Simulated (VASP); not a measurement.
VASP ran on this input.

File KPOINTS:
```
Regular mesh
0
G
 7 7 7
```

File POSCAR:
```
Mg2Si
1.0
  0.0000000000   3.1750000000   3.1750000000
  3.1750000000   0.0000000000   3.1750000000
  3.1750000000   3.1750000000   0.0000000000
Mg Si
2 1
Cartesian
  1.5875000000   1.5875000000   1.5875000000
  4.7625000000   4.7625000000   4.7625000000
  0.0000000000   0.0000000000   0.0000000000
```

### INCAR
```
SYSTEM = Mg2Si
PREC = Accurate; ENCUT = 520; LREAL = F
LASPH = T
EDIFF = 1E-6; NELM = 100; ALGO = Normal
ISMEAR = 0; SIGMA = 0.05
IBRION = 2; NSW = 60; ISIF = 3
EDIFFG = -0.01
LWAVE = F; LCHARG = F
```

POTCAR, in this order: Mg Si (LDA.64 set). Program: vasp_std.

Q: Write an equivalent input for Quantum ESPRESSO's pw.x.

A: One equivalent input (not run):
```
&CONTROL
  calculation = 'vc-relax'
  pseudo_dir = './pseudo'
  outdir = './out'
  tprnfor = .true.
  tstress = .true.
  nstep = 60
  forc_conv_thr = 0.00039
/
&SYSTEM
  ibrav = 0
  nat = 3
  ntyp = 2
  ecutwfc = 84
  occupations = 'smearing'
  smearing = 'gaussian'
  degauss = 0.003675
  input_dft = 'pz'
/
&ELECTRONS
  conv_thr = 7.3e-08
  electron_maxstep = 100
/
&IONS
/
&CELL
/
ATOMIC_SPECIES
  Mg 24.305 Mg.upf
  Si 28.085 Si.upf
CELL_PARAMETERS angstrom
     0.0000000    3.1750000    3.1750000
     3.1750000    0.0000000    3.1750000
     3.1750000    3.1750000    0.0000000
ATOMIC_POSITIONS crystal
  Mg   0.2500000  0.2500000  0.2500000
  Mg   0.7500000  0.7500000  0.7500000
  Si   0.0000000  0.0000000  0.0000000
K_POINTS automatic
  7 7 7 0 0 0
```
Limits of the translation: the potentials are each code's own (VASP's PAW set, PseudoDojo norm-conserving files in pw.x), so ENCUT and ecutwfc are chosen apart and not converted; conv_thr bounds pw.x's estimated SCF error, while EDIFF bounds the energy change between steps; forc_conv_thr acts on force components and is met together with etot_conv_thr.

The compound is Mg2Si in the antifluorite structure. This run relaxes it. Symmetry was kept, so distortions that lower it aren't found.
